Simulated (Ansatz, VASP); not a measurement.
## Two plane-wave programs on LiAl32 (a cell with a defect)

```
Al Li
1.0
     8.10000    0.00000    0.00000
     0.00000    8.10000    0.00000
     0.00000    0.00000    8.10000
Al Li
32 1
Direct
  0.50000 0.00351 0.00001
  0.74653 0.24999 0.00000
  0.75139 0.99882 0.25130
  0.00002 0.01288 0.99973
  0.25348 0.24999 0.00000
  0.50000 0.49662 0.00000
  0.73729 0.75024 0.99971
  0.24859 0.99875 0.25136
  0.50000 0.24999 0.24650
  0.75086 0.50106 0.25073
  0.50008 0.01287 0.49992
  0.73728 0.25068 0.49990
  0.75117 0.99907 0.74877
  0.00003 0.48741 0.99971
  0.26275 0.75022 0.99972
  0.00003 0.25067 0.23720
  0.24913 0.50111 0.25080
  0.50008 0.75021 0.23721
  0.99996 0.04543 0.50015
  0.26276 0.25067 0.49990
  0.50008 0.48741 0.49988
  0.70645 0.74968 0.50013
  0.24881 0.99900 0.74871
  0.50000 0.25000 0.75344
  0.75063 0.50086 0.74929
  0.99996 0.74966 0.20555
  0.99997 0.45787 0.50012
  0.29394 0.74967 0.50014
  0.00003 0.25069 0.76268
  0.24937 0.50091 0.74922
  0.50008 0.75025 0.76267
  0.99997 0.74970 0.79306
  0.00024 0.75201 0.49916
```

Alike in both runs: functional PBE; k mesh 2 × 2 × 2; occupations gaussian, width 0.05 eV; no spin polarisation.

Ansatz relaxed the structure, and its values are those at the end. VASP's run is a single point on that final structure, the one shown.

```csv
,VASP,Ansatz
version,VASP 6.6.1,Ansatz 0.2.0
potentials or method,"VASP PAW PBE potentials, release 64 (Al, Li_sv)","scalar-relativistic, plane waves, PAW"
plane-wave cutoff (eV),520,420
valence electrons in the cell,99,99
```

|  | VASP | Ansatz | Ansatz less VASP |
| --- | --- | --- | --- |
| rms of the force components (eV/Å) | 0.003 | 0.003 | -0.0003 |

The functional is the same, so the differences come from potentials, cutoffs and numerics.

Caveats: the k mesh is coarse (spacing up to 0.39 Å⁻¹), so the values aren't converged.
